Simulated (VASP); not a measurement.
Data:

```xyz
2
Lattice="4.5700 0.0000 0.0000 0.0000 4.5700 0.0000 0.0000 0.0000 4.5700" Properties=species:S:1:pos:R:3 pbc="T T T"
Cs     0.0000     0.0000     0.0000
I      2.2850     2.2850     2.2850
```

Level of theory: LDA (Ceperley-Alder, Perdew-Zunger), VASP's LDA PAW potentials (set 64) (plane waves; VASP). Settings: 520 eV cut-off, 5×5×5 Γ-centred mesh, Gaussian smearing of 0.050 eV, potentials Cs_sv I.

Energy and stress use the plane-wave basis of the starting cell.

### Question
The ions, cell shape and volume are relaxed. Give the cell that the relaxation ends in.

### Answer

```xyz
2
Lattice="4.4092 0.0000 0.0000 0.0000 4.4092 0.0000 0.0000 0.0000 4.4092" Properties=species:S:1:pos:R:3 pbc="T T T"
Cs     0.0000     0.0000     0.0000
I      2.2046     2.2046     2.2046
```
Space group Pm-3m (221), at a tolerance of 0.03 Å.

### Question
How do energy and volume change from the first to the last step?

### Answer
The energy (σ→0) changes by -23.5 meV/atom and the volume by -10.2 %, in 4 ionic steps.

```
step  E(σ→0) (eV)  max force (eV/Å)  pressure (GPa)  volume (Å³)
----  -----------  ----------------  --------------  -----------
1         -6.1402             0.000           -1.38        95.44
2         -6.1774             0.000           -0.71        89.87
3         -6.1870             0.000           -0.09        86.19
4         -6.1871             0.000            0.00        85.72
```

The compound is CsI in the CsCl type structure. This run relaxes it. Symmetry was kept, so distortions that lower it aren't found.
